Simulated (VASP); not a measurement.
```
BaS
1.0
    0.00000     3.19500     3.19500
    3.19500     0.00000     3.19500
    3.19500     3.19500     0.00000
Ba S
1 1
Direct
  0.00000   0.00000   0.00000
  0.50000   0.50000   0.50000
```

Method: PBE GGA, VASP's PBE PAW potentials (set 64) (plane waves; VASP). Run with 400 eV cut-off, 6×6×6 Γ-centred mesh, Gaussian smearing of 0.050 eV, potentials Ba_sv S.

Unless said otherwise, spin-orbit coupling is left out, though it shifts the bands of the heavy elements here.

Task: What does the run give for the energy per atom (σ→0), pressure, band gap (on the k-mesh) with the smallest direct gap where there is one?

Result: 
band gap (on the k-mesh): 2.11 eV
smallest direct gap (on the k-mesh): 2.25 eV
energy per atom (σ→0): -5.092 eV/atom
pressure: 1.37 GPa

Only differences to runs with the same potentials and settings are physical.

The compound is BaS in the rock salt structure. The cell was not relaxed at this level.
